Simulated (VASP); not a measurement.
CaHgI3: relaxation of cell and atoms with PBE

CaHgI3:

```
CELL_PARAMETERS angstrom
5.94556 0.00000 0.00000
0.00000 5.94556 0.00000
0.00000 0.00000 5.94556
ATOMIC_POSITIONS crystal
Ca 0.50000 0.50000 0.50000
Hg 0.00000 0.00000 0.00000
I 0.50000 0.00000 0.00000
I 0.00000 0.50000 0.00000
I 0.00000 0.00000 0.50000
```

The cell was built by a generator and needn't be a form met in nature.

```json
{
  "Program": "VASP 6.6.1",
  "Task": "relaxation of cell and atoms",
  "Functional": "PBE",
  "Potentials or basis": "VASP PAW PBE potentials, release 64 (Ca_sv, Hg, I)",
  "Cutoff": "600 eV",
  "k mesh": "5 × 5 × 5",
  "Occupations": "gaussian, width 0.05 eV",
  "Spin": "no spin polarisation",
  "Further INCAR settings": "ALGO = Normal; EDIFF = 1e-06; IBRION = 2; EDIFFG = -0.005; NSW = 40; ISIF = 3"
}
```

```yaml
Relaxed_volume: 42.24 Å³/atom
Relaxed_cell: a = 5.955 Å, b = 5.955 Å, c = 5.955 Å, α = 90.00°, β = 90.00°, γ = 90.00°
Space_group_after_relaxing_to_0.05_Å: Pm-3m (No. 221)
Energy_gained_by_relaxing: 0.1 meV/atom
Ionic_steps: 2
Pressure_after_relaxing: 0.0 GPa
Band_gap_on_the_k_mesh: none (metal or under the smearing width)
```

The path:
```csv
step,energy change (eV),largest force (eV/Å),pressure (GPa),volume (Å³)
1,0.0000,0.0000,0.13,210.17
2,-0.0004,0.0000,0.02,211.19
```

Final structure:
```
Ca Hg I
1.0
     5.95513    0.00000    0.00000
     0.00000    5.95513    0.00000
     0.00000    0.00000    5.95513
Ca Hg I
1 1 3
Cartesian
  2.9776 2.9776 2.9776
  0.0000 0.0000 0.0000
  2.9776 0.0000 0.0000
  0.0000 2.9776 0.0000
  0.0000 0.0000 2.9776
```

Levels at points of the mesh, in eV from the Fermi level:
```csv
k point,band 18,band 19,band 20,band 21,band 22,band 23,band 24,band 25
"(0.00, 0.00, 0.00)",-2.89,-2.89,-2.59,-2.59,-2.59,-0.77,0.29,0.29
```

It took 65 s on 1 thread of AMD EPYC 9R45 96-Core Processor (Zen 5), on a shared host, peak memory 0.35 GiB.

Caveat: an odd number of electrons without spin polarisation forces a metal; a magnetic or distorted state may lie lower. The run has no spin-orbit coupling, so splittings on Hg, I are missing.
